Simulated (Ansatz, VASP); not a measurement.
# Cross-check of Ba3Mg3Cr2P18O54 between VASP and Ansatz, part 2 of 2

One calculation is typed for both programs; each brings its own data sets. How far apart do they land? The structure shown is frame 43 of Ansatz's trajectory.

VASP 6.6.1 and Ansatz 0.2.0.

So far: The structure; Ansatz: dynamics, PBE.

## Step 3: VASP: single point, PBE

Level of this step: PBE, spin-polarised from an antiferromagnetic start; plane waves and PAW (P, Mg, Ba_sv, Cr_pv, O) (VASP).

The same cell, functional, mesh and smearing now go to VASP, with its own data sets.

Lines of VASP's logs that name or quote its potential files are left out, and so is its time.

Contents of INCAR:

```
SYSTEM = Ba3Mg3Cr2P18O54
PREC = Accurate
ENCUT = 520
EDIFF = 1E-06
NELM = 200
ISMEAR = 0
SIGMA = 0.05
LREAL = Auto
ALGO = Normal
GGA = PE
NBANDS = 296
ISPIN = 2
MAGMOM = 0 0 0 0 -0 -0 -0 0 -0 -0 -0 -0 -0 0 -0 -0 0 -0 0 -0 0 0 0 -0 -2.25 2.36 0 0 0 0 -0 -0.01 0 -0 0 -0 -0.01 0 0 0 -0 -0 0 -0 0.01 0 -0 -0 0 -0 -0 -0.02 -0 0 0 -0 0 -0 -0 -0 0 0 -0 -0 -0 -0 -0 0 0 0.01 -0.01 -0 0 -0 -0 -0.01 -0 -0 -0 -0
LASPH = .TRUE.
LMAXMIX = 4
LORBIT = 11
LWAVE = .FALSE.
LCHARG = .FALSE.
ISIF = 2
GGA_COMPAT = .FALSE.
NCORE = 2
```

Contents of POSCAR:

```
Ba3Mg3Cr2P18O54
1.0
   10.5675200000      0.0000000000      0.0000000000
    0.0000000000     10.5675200000      0.0000000000
    0.0000000000      0.0000000000     10.5675200000
P Mg Ba Cr O
18 3 3 2 54
Direct
    0.2516200584      0.2040403046      0.6951772980
    0.8655767862      0.8300717671      0.4853645889
    0.6990760368      0.3136213605      0.2789206928
    0.0686159099      0.4137016064      0.6398189925
    0.3252229473      0.2202976668      0.9887845019
    0.6303181825      0.6855250806      0.8593690857
    0.6852222660      0.6143636350      0.5706353052
    0.6599277787      0.1211731797      0.7607082835
    0.1845844626      0.8761279846      0.7358301664
    0.2415987857      0.8496695535      0.2279248111
    0.1404113737      0.6057901949      0.8351344497
    0.4298927279      0.4947802323      0.5793033749
    0.6378412343      0.8904265145      0.1738156162
    0.5024168395      0.2125001893      0.5160434993
    0.1742982270      0.3485018245      0.2008796766
    0.4698358745      0.9468352083      0.4030463155
    0.9669061426      0.1968389934      0.3442529562
    0.9049521553      0.9794729511      0.1193089769
    0.9335776038      0.8137103124      0.9053117477
    0.5543211652      0.3891546929      0.8816070374
    0.1900162006      0.7009023877      0.4919224189
    0.9315809196      0.6309522007      0.2604584614
    0.8540982179      0.2745582691      0.9791890623
    0.4437086469      0.5686102321      0.1218923645
    0.4354285585      0.9190898148      0.9379400276
    0.9685053825      0.0545728799      0.6473231184
    0.7041954971      0.2543643163      0.1464203522
    0.1210690872      0.5480756128      0.6921207625
    0.6280092207      0.5541792209      0.9223639984
    0.9968564053      0.1459945191      0.4758164640
    0.2083743395      0.7317137796      0.7800694960
    0.6442949718      0.2280099777      0.8601071964
    0.4475506079      0.1065055945      0.4279717474
    0.4602877496      0.4643662846      0.7121065302
    0.5829750026      0.0090257695      0.8066036307
    0.6466417854      0.2296565325      0.3954002453
    0.3692257029      0.0869361970      0.0037284055
    0.1091552228      0.2470115978      0.2985468681
    0.4654261359      0.3495048980      0.5012718216
    0.2210641664      0.7194119339      0.2972031281
    0.7559011007      0.9703222705      0.1402126516
    0.3739004043      0.9226005723      0.3047640317
    0.9647769770      0.8483542023      0.0974968583
    0.6182150590      0.1740048753      0.6077868790
    0.3029471437      0.8290970824      0.1012631157
    0.9377318425      0.0574496192      0.0068227929
    0.0074378851      0.6505594501      0.8907104032
    0.7249193756      0.7435708662      0.5141130559
    0.8444176117      0.8513918119      0.3463726589
    0.2984617015      0.3706072948      0.2539574091
    0.7745525913      0.5072050964      0.5746570624
    0.2875035959      0.9496362439      0.8021465774
    0.7465895499      0.7680326131      0.9086900238
    0.5905453692      0.9622030524      0.3113123987
    0.4833016640      0.8575711236      0.5123434827
    0.5349315639      0.9179921117      0.0861129196
    0.8703745060      0.3107162324      0.3401081805
    0.2071252290      0.2431128590      0.0752210547
    0.9267169591      0.0782018865      0.2542602238
    0.5419341530      0.5910658319      0.5299256590
    0.9940364437      0.3381872000      0.7312974094
    0.4952533802      0.7414038488      0.8858464427
    0.6297787939      0.6965683528      0.7066180144
    0.2350693446      0.5520500553      0.9148693355
    0.1469218890      0.9458699865      0.2558973155
    0.0214241374      0.4349648735      0.5028142838
    0.2307542356      0.3394930883      0.6394877890
    0.9752619347      0.7414511636      0.4900676791
    0.1846507033      0.8604005481      0.5932801641
    0.8682831923      0.9456901903      0.5788396899
    0.0452140143      0.9070907838      0.7700292973
    0.1366924311      0.1161388859      0.6768664739
    0.6891020788      0.4528025497      0.2735078808
    0.6754848820      0.7560525081      0.2005863249
    0.2638745893      0.2201178706      0.8428940754
    0.8067455751      0.1073004830      0.7549642679
    0.4144113283      0.3294623526      0.0022427211
    0.3846219359      0.1594792345      0.6466133965
    0.3160060260      0.5252225688      0.4908720305
    0.0619161355      0.4301766167      0.1580881796
```

Contents of KPOINTS:

```
Automatic mesh
0
Gamma
1 1 1
0 0 0
```

PAW data sets: P, Mg, Ba_sv, Cr_pv and O (PBE family, release 64).

Launch:

```sh
mpirun -np 8 vasp_gam
```

Numbers of over 12 decimals in the logs are rounded to 6 here.

The program printed:

```text
[banner, memory and clock lines left out]
running    8 mpi-ranks, on    1 nodes
[...]
LDA part: xc-table for (Slater+PW92), standard interpolation
 POSCAR, INCAR and KPOINTS ok, starting setup
[...]
entering main loop
       N       E                     dE             d eps       ncg     rms          rms(c)
DAV:   1     0.489005204306E+04    0.48901E+04   -0.28102E+05  1216   0.158E+03
DAV:   2    -0.173032256908E+03   -0.50631E+04   -0.48429E+04  1464   0.391E+02
DAV:   3    -0.635311032873E+03   -0.46228E+03   -0.45668E+03  1400   0.129E+02
DAV:   4    -0.649718542372E+03   -0.14408E+02   -0.14193E+02  1520   0.222E+01
[...]
DAV:  31    -0.560053802278E+03    0.12394E-04   -0.20191E-05  1600   0.211E-02    0.180E-02
DAV:  32    -0.560053801304E+03    0.97390E-06   -0.12566E-05  1488   0.940E-03    0.112E-02
DAV:  33    -0.560053801013E+03    0.29119E-06   -0.14059E-06   832   0.328E-03
   1 F= -.56005380E+03 E0= -.56005380E+03  d E =-.410014E-17  mag=    -0.0000
```

From OUTCAR (step 3):

```text
  Total      -30.5763962    -20.0598450    -34.3521006     -1.3239130      0.0500319     12.7607749
  in kB      -41.5123811    -27.2344695    -46.6385077     -1.7974251      0.0679263     17.3248066
  external PRESSURE =     -38.4617861 kB  Pullay stress =       0.0000000 kB

  FREE ENERGIE OF THE ION-ELECTRON SYSTEM (eV)
  ---------------------------------------------------
  free  energy   TOTEN  =      -560.0538010128 eV

  energy  without entropy=     -560.0538010128  energy(sigma->0) =     -560.05380101

 magnetization (x)
# of ion       s       p       d       tot
------------------------------------------
    1       -0.002  -0.003   0.000  -0.005
    2       -0.002  -0.004   0.000  -0.006
    3       -0.000  -0.000   0.000  -0.000
    4       -0.000  -0.000   0.000  -0.000
    5        0.000   0.001   0.000   0.001
    6        0.001   0.002   0.000   0.003
    7        0.000   0.000   0.000   0.000
    8       -0.002  -0.003   0.000  -0.005
    9        0.000   0.001   0.000   0.001
   10        0.000  -0.001   0.000  -0.001
   11        0.000   0.000   0.000   0.000
   12       -0.000   0.000   0.000  -0.000
   13        0.001   0.002   0.000   0.003
[...]
--------------------------------------------------
tot         -0.021  -0.053   0.101   0.026

[... 3 further parts left out ...]
[key lines of the parts left out:]
E-fermi :   1.7175
```

Harder data sets than Ba_sv exist (the GW ones), and pressures, volumes and forces can shift noticeably with them.

## Step 4: Comparison

Known differences besides the potentials themselves: VASP starts from the moments at which Ansatz ended; the data sets hold 502 valence electrons in Ansatz (on its default PAW (the set named soft_2) files) and 474 in VASP; the cutoff is 420 eV in Ansatz and 520 eV in VASP (PREC = Accurate, projectors in real space). Total energies have different zeros and are not compared.

Forces on 10 of the 80 atoms, those with the largest forces and the largest differences (eV/Å; atoms numbered as in POSCAR):

```
atom          Ansatz x, y, z            VASP x, y, z
  P6    1.445, 3.735, -0.513    1.404, 3.695, -0.492
  P7    -0.453, 2.023, 3.327    -0.533, 2.109, 3.306
 P11   -3.660, 4.544, -1.193   -3.450, 4.494, -1.123
 P13    0.563, -1.763, 4.652    0.512, -1.606, 4.528
 P15  -3.837, -2.796, -1.271  -3.711, -2.844, -1.214
Ba23    1.611, 0.535, -1.143    1.845, 0.743, -1.331
 O27   -0.704, -0.107, 1.554   -0.884, -0.108, 1.839
 O56   -1.245, 0.652, -2.017   -1.051, 0.595, -1.857
 O64    2.189, -2.722, 2.458    2.015, -2.636, 2.316
 O70  -2.723, -3.714, -2.140  -2.776, -3.849, -2.234
```

The forces differ by 65 meV/Å r.m.s., which is 4.7 % of the r.m.s. force of 1.368 eV/Å (both taken over all components). Moments aren't recorded for both runs of this pair, so they may hold unlike magnetic states.

## Step 5: Results

```yaml
r_m_s_force_difference_single_point_pbe: 4.7 % of the r.m.s. force
```

**Reading.** The r.m.s. force difference is 4.7 % of the r.m.s. force (single point, PBE), beyond the 3 % picked in this series as the mark of a large difference. The data sets hold unlike numbers of valence electrons (502 in Ansatz and 474 in VASP), so part of the differences comes from the potentials. What causes the difference of the single point, PBE pair stays open here. 2 further runs of this series are not shown here. Such differences can come from data sets, numerical settings and the points named under the comparisons, not from the functional's error against experiment.

[Lines on the potential files, build, host, timing and source positions are cut from VASP's logs without a mark.]

[Logs are printed without paths, hosts, clocks, repeated set-up lines and the standing remarks that a program may print on its own settings, such as how far it seeks lower states.]

[Hosts, paths, dates, database ids (printed as entryN), source tags and the programs' standing remarks are cut or masked in the printed files.]
